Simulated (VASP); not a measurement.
MnF$_{2}$ (rutile) is relaxed at rising pressure, each step from the one before. Symmetry mostly holds the structure type, and other phases were not tried. The mesh follows the cell, and a change of mesh leaves a small step in the series.

```cif
data_F4Mn2
_chemical_formula_sum 'Mn2 F4'
_space_group_name_H-M_alt 'P 1'
_space_group_IT_number 1
_cell_length_a 4.93007
_cell_length_b 4.93007
_cell_length_c 3.32037
_cell_angle_alpha 90.000
_cell_angle_beta 90.000
_cell_angle_gamma 90.000
loop_
_space_group_symop_operation_xyz
  'x, y, z'
loop_
_atom_site_label
_atom_site_type_symbol
_atom_site_fract_x
_atom_site_fract_y
_atom_site_fract_z
_atom_site_occupancy
Mn1 Mn 0.00000 0.00000 0.00000 1
Mn2 Mn 0.50000 0.50000 0.50000 1
F1 F 0.30363 0.30363 0.00000 1
F2 F 0.80363 0.19637 0.50000 1
F3 F 0.19637 0.80363 0.50000 1
F4 F 0.69637 0.69637 0.00000 1
```
Starting moments (μB, in the order of the record's atoms Mn Mn F F F F): 4.5 -4.5 0.0 0.0 0.0 0.0.

These are PBE GGA, VASP's PBE PAW potentials (set 64) (plane waves; VASP) values and carry that method's errors. Numerical set-up: 620 eV cut-off, 5×5×7 Γ-centred mesh, Gaussian smearing of 0.050 eV, potentials Mn_pv F.

| P (GPa) | V (Å³/atom) | H − H(0) (eV/atom) | space group | k-mesh |
|---|---|---|---|---|
| 0 | 13.45 | 0.000 | P4_2/mnm | 5×5×7 |
| 5 | 12.77 | 0.411 | P4_2/mnm | 5×5×7 |
| 10 | 12.25 | 0.803 | P4_2/mnm | 5×5×7 |
| 20 | 11.45 | 1.544 | P4_2/mnm | 5×5×7 |
| 30 | ? | ? | P4_2/mnm | 5×5×7 |
| 45 | ? | ? | P4_2/mnm | 5×5×7 |

Problem. Complete the blanks.

Solution. 
- 30, V (Å³/atom): 10.85
- 30, H − H(0) (eV/atom): 2.241
- 45, V (Å³/atom): 10.14
- 45, H − H(0) (eV/atom): 3.224

Pressures at which the relaxation failed are left out.

The compound is MnF2 in the rutile structure. The spin order is the one that the start imposed; others were not tried in this run.
